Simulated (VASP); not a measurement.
# O on W(110): binding against coverage, part 7 of 10

Aim: adsorption energy and work function of O on W(110) from low coverage to a full layer.

VASP 6.6.1, plane waves and PAW; the level of theory is named at each step.

So far. Step 15 (The vacuum level with the adsorbate, coverage 3/4 …): The vacuum level lies 5.62 eV above the Fermi level at the upper face; the two faces differ by 0.67 eV, the step that the slab's dipole of 0.105 e·Å makes.

## 16. Relaxing the slab, cell 3 x 3, k-mesh 4×4×1

This step: PBE; plane waves and PAW (W) (VASP 6.6.1).

System of this step: W(110). The cell holds 27 atoms: 27 W. Its edges and angles: a = 9.516 Å, b = 8.241 Å, c = 19.486 Å, α = 90.0°, β = 90.0°, γ = 54.7°. It derives from W. 3 layers of bcc W, cut at this functional's lattice. Vacuum lies along c.

INCAR

```
SYSTEM = W
PREC = Normal
ENCUT = 440
EDIFF = 1E-05
NELM = 120
ISMEAR = 1
SIGMA = 0.15
LREAL = Auto
ALGO = Fast
GGA = PE
NBANDS = 104
LASPH = .TRUE.
LORBIT = 11
LWAVE = .FALSE.
LCHARG = .FALSE.
KPAR = 4
NCORE = 2
IBRION = 2
NSW = 30
ISIF = 2
EDIFFG = -0.03
POTIM = 0.4
MAXMIX = 40
IDIPOL = 3
LDIPOL = .TRUE.
DIPOL = 0.5 0.5 0.5
```

POSCAR

```
W
1.0
    9.5161750452      0.0000000000      0.0000000000
    4.7580875226      6.7289519054      0.0000000000
    0.0000000000      0.0000000000     19.4859679369
W
27
Selective dynamics
Direct
    0.0000000000      0.0000000000      0.3848923500  F F F
    0.3333333300      0.0000000000      0.3848923500  F F F
    0.6666666700      0.0000000000      0.3848923500  F F F
    0.0000000000      0.3333333300      0.3848923500  F F F
    0.3333333300      0.3333333300      0.3848923500  F F F
    0.6666666700      0.3333333300      0.3848923500  F F F
    0.0000000000      0.6666666700      0.3848923500  F F F
    0.3333333300      0.6666666700      0.3848923500  F F F
    0.6666666700      0.6666666700      0.3848923500  F F F
    0.8333333300      0.3333333300      0.5000000000  T T T
    0.1666666700      0.3333333300      0.5000000000  T T T
    0.5000000000      0.3333333300      0.5000000000  T T T
    0.8333333300      0.6666666700      0.5000000000  T T T
    0.1666666700      0.6666666700      0.5000000000  T T T
    0.5000000000      0.6666666700      0.5000000000  T T T
    0.8333333300      0.0000000000      0.5000000000  T T T
    0.1666666700      0.0000000000      0.5000000000  T T T
    0.5000000000      0.0000000000      0.5000000000  T T T
    0.0000000000      0.0000000000      0.6151076500  T T T
    0.3333333300      0.0000000000      0.6151076500  T T T
    0.6666666700      0.0000000000      0.6151076500  T T T
    0.0000000000      0.3333333300      0.6151076500  T T T
    0.3333333300      0.3333333300      0.6151076500  T T T
    0.6666666700      0.3333333300      0.6151076500  T T T
    0.0000000000      0.6666666700      0.6151076500  T T T
    0.3333333300      0.6666666700      0.6151076500  T T T
    0.6666666700      0.6666666700      0.6151076500  T T T
```

KPOINTS

```
Automatic mesh
0
Gamma
4 4 1
0 0 0
```

PAW data sets: W (PBE family, release 64).

Command:

```bash
mpirun -np 8 vasp_std
```

Log:

```text
[banner, memory and clock lines left out]
running    8 mpi-ranks, on    1 nodes
[...]
LDA part: xc-table for (Slater+PW92), standard interpolation
 POSCAR, INCAR and KPOINTS ok, starting setup
[...]
entering main loop
       N       E                     dE             d eps       ncg     rms          rms(c)
DAV:   1     0.760883977207E+03    0.76088E+03   -0.53481E+04  1456   0.107E+03
DAV:   2    -0.220590154326E+03   -0.98147E+03   -0.93502E+03  2112   0.237E+02
DAV:   3    -0.335673806143E+03   -0.11508E+03   -0.11036E+03  1768   0.789E+01
DAV:   4    -0.345092530078E+03   -0.94187E+01   -0.92174E+01  2464   0.188E+01
[...]
RMM:  23    -0.324238217773E+03   -0.48955E-04   -0.64059E-06   838   0.541E-03    0.398E-03
RMM:  24    -0.324238232459E+03   -0.14686E-04   -0.38339E-06   804   0.458E-03    0.181E-03
RMM:  25    -0.324238238922E+03   -0.64632E-05   -0.24981E-06   648   0.336E-03
   1 F= -.32423824E+03 E0= -.32422547E+03  d E =-.324238E+03
[... from here on, the cycles between the ionic steps are left out ...]
   2 F= -.32437359E+03 E0= -.32436172E+03  d E =-.135354E+00
   3 F= -.32449830E+03 E0= -.32448796E+03  d E =-.260057E+00
   4 F= -.32461055E+03 E0= -.32459999E+03  d E =-.112254E+00
   5 F= -.32469541E+03 E0= -.32468485E+03  d E =-.197113E+00
   6 F= -.32469669E+03 E0= -.32468620E+03  d E =-.198399E+00
   7 F= -.32469661E+03 E0= -.32468610E+03  d E =-.198318E+00
   8 F= -.32469715E+03 E0= -.32468667E+03  d E =-.539723E-03
 trial-energy change:   -0.000540  1 .order   -0.000477   -0.000798   -0.000156
 step:   1.7911(harm=  1.9440)  dis= 0.00000  next Energy=  -324.697165 (dE=-0.551E-03)
 reached required accuracy - stopping structural energy minimisation
```

It took 7.4 min on 8 MPI ranks of AMD EPYC 7R43, shared host; peak memory 4.4 GiB; 59 min of CPU time.

OUTCAR, selected parts (step 16):

```text
  Total      -39.8677824    -27.9595638     -0.3888542      0.0000000      0.0000000      0.0000000
  in kB      -51.1918508    -35.9012148     -0.4993045      0.0000000      0.0000000      0.0000000
  external PRESSURE =     -29.1974567 kB  Pullay stress =       0.0000000 kB

 POSITION                                       TOTAL-FORCE (eV/Angst)
 -----------------------------------------------------------------------------------
      0.00000      0.00000      7.50000        -0.000000     -0.000000      0.010849
      3.17206      0.00000      7.50000         0.000000     -0.000000      0.010849
      6.34412      0.00000      7.50000         0.000000      0.000000      0.010849
      1.58603      2.24298      7.50000         0.000000      0.000000      0.010849
      4.75809      2.24298      7.50000         0.000000      0.000000      0.010849
      7.93015      2.24298      7.50000        -0.000000      0.000000      0.010849
      3.17206      4.48597      7.50000         0.000000     -0.000000      0.010849
      6.34412      4.48597      7.50000         0.000000     -0.000000      0.010849
      9.51618      4.48597      7.50000         0.000000     -0.000000      0.010849
      9.51617      2.24298      9.67183         0.000000     -0.000000     -0.004776
      3.17206      2.24298      9.67183        -0.000000      0.000000     -0.004776
      6.34412      2.24298      9.67183         0.000000      0.000000     -0.004776
     11.10220      4.48597      9.67183        -0.000000      0.000000     -0.004776
      4.75809      4.48597      9.67183         0.000000      0.000000     -0.004776
[...]
-----------------------------------------------------------------------------------
    total drift:                                0.000000     -0.000001     -0.022547

  FREE ENERGIE OF THE ION-ELECTRON SYSTEM (eV)
  ---------------------------------------------------
  free  energy   TOTEN  =      -324.6971535068 eV

  energy  without entropy=     -324.6657102424  energy(sigma->0) =     -324.68667242

[... 1 part as in an earlier step ...]

[... 3 further parts left out ...]
[key lines of the parts left out:]
E-fermi :  -0.4727
```

Step by step:

| step | energy less that of the first step (eV) | largest force (eV/Å) |
| --- | --- | --- |
| 1 | 0.0000 | 0.6739 |
| 2 | -0.1354 | 0.4786 |
| 3 | -0.2601 | 0.5706 |
| 4 | -0.3723 | 0.3737 |
| 5 | -0.4572 | 0.0307 |
| 6 | -0.4585 | 0.0319 |
| 7 | -0.4584 | 0.0320 |
| 8 | -0.4589 | 0.0061 |

The atoms that moved most (Å):

| atom | dx | dy | dz | length |
| --- | --- | --- | --- | --- |
| W25 | 0.000 | 0.000 | -0.143 | 0.143 |
| W26 | 0.000 | 0.000 | -0.143 | 0.143 |
| W24 | 0.000 | 0.000 | -0.143 | 0.143 |
| W23 | 0.000 | 0.000 | -0.143 | 0.143 |
| W21 | 0.000 | 0.000 | -0.143 | 0.143 |
| W22 | 0.000 | 0.000 | -0.143 | 0.143 |
| W19 | 0.000 | 0.000 | -0.143 | 0.143 |
| W27 | 0.000 | 0.000 | -0.143 | 0.143 |

The relaxed structure:

```
W
1.0
     9.51618    0.00000    0.00000
     4.75809    6.72895    0.00000
     0.00000    0.00000   19.48597
W
27
Direct
  0.00000 0.00000 0.38489
  0.33333 0.00000 0.38489
  0.66667 0.00000 0.38489
  0.00000 0.33333 0.38489
  0.33333 0.33333 0.38489
  0.66667 0.33333 0.38489
  0.00000 0.66667 0.38489
  0.33333 0.66667 0.38489
  0.66667 0.66667 0.38489
  0.83333 0.33333 0.49635
  0.16667 0.33333 0.49635
  0.50000 0.33333 0.49635
  0.83333 0.66667 0.49635
  0.16667 0.66667 0.49635
  0.50000 0.66667 0.49635
  0.83333 0.00000 0.49635
  0.16667 0.00000 0.49635
  0.50000 0.00000 0.49635
  0.00000 0.00000 0.60778
  0.33333 0.00000 0.60778
  0.66667 0.00000 0.60778
  0.00000 0.33333 0.60778
  0.33333 0.33333 0.60778
  0.66667 0.33333 0.60778
  0.00000 0.66667 0.60778
  0.33333 0.66667 0.60778
  0.66667 0.66667 0.60778
```

The run ended after 8 ionic steps, 0.459 eV below its first step, once the forces on the free atoms met EDIFFG = -0.03.

## 17. The vacuum level, cell 3 x 3, k-mesh 4×4×1

INCAR

```
SYSTEM = W
PREC = Normal
ENCUT = 440
EDIFF = 1E-06
NELM = 120
ISMEAR = 1
SIGMA = 0.15
LREAL = Auto
ALGO = Fast
GGA = PE
NBANDS = 104
LASPH = .TRUE.
LORBIT = 11
LWAVE = .FALSE.
LCHARG = .FALSE.
KPAR = 4
NCORE = 2
IDIPOL = 3
LDIPOL = .TRUE.
DIPOL = 0.5 0.5 0.496
LVHAR = .TRUE.
LVACPOTAV = .TRUE.
```

POSCAR

```
W
1.0
    9.5161750452      0.0000000000      0.0000000000
    4.7580875226      6.7289519054      0.0000000000
    0.0000000000      0.0000000000     19.4859679369
W
27
Selective dynamics
Direct
    0.0000000000      0.0000000000      0.3848923500  F F F
    0.3333333300      0.0000000000      0.3848923500  F F F
    0.6666666700      0.0000000000      0.3848923500  F F F
    0.0000000000      0.3333333300      0.3848923500  F F F
    0.3333333300      0.3333333300      0.3848923500  F F F
    0.6666666700      0.3333333300      0.3848923500  F F F
    0.0000000000      0.6666666700      0.3848923500  F F F
    0.3333333300      0.6666666700      0.3848923500  F F F
    0.6666666700      0.6666666700      0.3848923500  F F F
    0.8333333300      0.3333333300      0.4963486367  T T T
    0.1666666700      0.3333333300      0.4963486367  T T T
    0.5000000000      0.3333333300      0.4963486367  T T T
    0.8333333300      0.6666666700      0.4963486367  T T T
    0.1666666700      0.6666666700      0.4963486367  T T T
    0.5000000000      0.6666666700      0.4963486367  T T T
    0.8333333300      0.0000000000      0.4963486367  T T T
    0.1666666700      0.0000000000      0.4963486367  T T T
    0.5000000000      0.0000000000      0.4963486367  T T T
    0.0000000000      0.0000000000      0.6077771325  T T T
    0.3333333300      0.0000000000      0.6077771325  T T T
    0.6666666700      0.0000000000      0.6077771325  T T T
    0.0000000000      0.3333333300      0.6077771325  T T T
    0.3333333300      0.3333333300      0.6077771325  T T T
    0.6666666700      0.3333333300      0.6077771325  T T T
    0.0000000000      0.6666666700      0.6077771325  T T T
    0.3333333300      0.6666666700      0.6077771325  T T T
    0.6666666700      0.6666666700      0.6077771325  T T T
```

KPOINTS is that of step 16.

Command:

```bash
mpirun -np 8 vasp_std
```

Log:

```text
[... set-up lines as in an earlier step ...]
 entering main loop
       N       E                     dE             d eps       ncg     rms          rms(c)
DAV:   1     0.783143492445E+03    0.78314E+03   -0.53630E+04  1456   0.107E+03
DAV:   2    -0.219074969971E+03   -0.10022E+04   -0.95488E+03  2104   0.239E+02
DAV:   3    -0.335605439959E+03   -0.11653E+03   -0.11152E+03  1752   0.799E+01
DAV:   4    -0.345423595655E+03   -0.98182E+01   -0.95896E+01  2416   0.190E+01
[...]
RMM:  24    -0.324697154160E+03   -0.37095E-04   -0.27716E-06  1175   0.342E-03    0.224E-03
RMM:  25    -0.324697159943E+03   -0.57831E-05   -0.10998E-06  1053   0.208E-03    0.104E-03
RMM:  26    -0.324697160915E+03   -0.97174E-06   -0.46902E-07   943   0.142E-03
 [... a notice as in an earlier step ...]

   1 F= -.32469716E+03 E0= -.32468668E+03  d E =-.314386E-01
```

Run time: 2.6 min. Hardware: 8 MPI ranks; peak memory 3.8 GiB; 21 min of CPU time.

OUTCAR, selected parts (step 17):

```text
  Total      -39.8600632    -27.9426537     -0.3902764      0.0000000      0.0000000      0.0000000
  in kB      -51.1819391    -35.8795015     -0.5011307      0.0000000      0.0000000      0.0000000
  external PRESSURE =     -29.1875238 kB  Pullay stress =       0.0000000 kB

 POSITION                                       TOTAL-FORCE (eV/Angst)
 -----------------------------------------------------------------------------------
      0.00000      0.00000      7.50000         0.000000     -0.000000      0.011115
      3.17206      0.00000      7.50000        -0.000000      0.000000      0.011115
      6.34412      0.00000      7.50000         0.000000     -0.000000      0.011115
      1.58603      2.24298      7.50000        -0.000000      0.000000      0.011115
      4.75809      2.24298      7.50000        -0.000000      0.000000      0.011115
      7.93015      2.24298      7.50000         0.000000     -0.000000      0.011115
      3.17206      4.48597      7.50000        -0.000000     -0.000000      0.011115
      6.34412      4.48597      7.50000        -0.000000      0.000000      0.011115
      9.51618      4.48597      7.50000         0.000000      0.000000      0.011115
      9.51617      2.24298      9.67183         0.000000      0.000000     -0.003528
      3.17206      2.24298      9.67183         0.000000     -0.000000     -0.003528
      6.34412      2.24298      9.67183         0.000000      0.000000     -0.003528
     11.10220      4.48597      9.67183        -0.000000     -0.000000     -0.003528
      4.75809      4.48597      9.67183         0.000000      0.000000     -0.003528
[...]
-----------------------------------------------------------------------------------
    total drift:                                0.000000     -0.000001     -0.027657

  FREE ENERGIE OF THE ION-ELECTRON SYSTEM (eV)
  ---------------------------------------------------
  free  energy   TOTEN  =      -324.6971609146 eV

  energy  without entropy=     -324.6657222747  energy(sigma->0) =     -324.68668137

[... 2 parts as in an earlier step ...]

[... 1 further part left out ...]
[key lines of the parts left out:]
E-fermi :  -0.4728
```

Zero at the Fermi level. The planar average of the electrostatic potential by height:

height (Å), planar average of the electrostatic potential (eV) and a bar from the least value:
```
      0.0        4.9 ##############################
      0.5        4.9 ##############################
      1.0        4.9 ##############################
      1.5        4.9 ##############################
      2.0        4.9 ##############################
      2.5        4.9 ##############################
      3.0        4.9 ##############################
      3.5        4.9 ##############################
      4.0        4.9 ##############################
      4.5        4.8 ##############################
      5.0        4.7 ##############################
      5.5        4.3 #############################
      6.0        3.0 ###########################
      6.5       -1.3 ###################
      7.0       -8.2 #######
      7.5      -11.8 
      8.0       -8.5 ######
      8.5       -3.4 ###############
      9.0       -6.6 ##########
      9.5      -12.0 
     10.0      -10.8 ##
     10.5       -4.7 #############
     11.0       -4.4 #############
     11.5      -10.2 ###
     12.0      -11.4 #
     12.5       -6.1 ###########
     13.0        0.6 ######################
     13.5        3.6 ############################
     14.0        4.5 #############################
     14.5        4.8 ##############################
     15.0        4.8 ##############################
     15.5        4.9 ##############################
     16.0        4.9 ##############################
     16.5        4.9 ##############################
     17.0        4.9 ##############################
     17.5        4.9 ##############################
     18.0        4.9 ##############################
     18.5        4.9 ##############################
     19.0        4.9 ##############################
```

The vacuum level lies 4.87 eV above the Fermi level at the upper face; both faces agree, as the slab has next to no dipole.

The program found no field-free point at its default tolerance, but its printed level agrees with the flat part of the planar average.

(Part 7 of 10 ends here.)

[Lines on the potential files, build, host, timing and source positions are cut from VASP's logs without a mark.]

[Logs are printed without paths, hosts, clocks, repeated set-up lines and the standing remarks that a program may print on its own settings, such as how far it seeks lower states.]

[Hosts, paths, dates, database ids (printed as entryN), source tags and the programs' standing remarks are cut or masked in the printed files.]

[Runs that stopped without an error message from VASP are left out.]
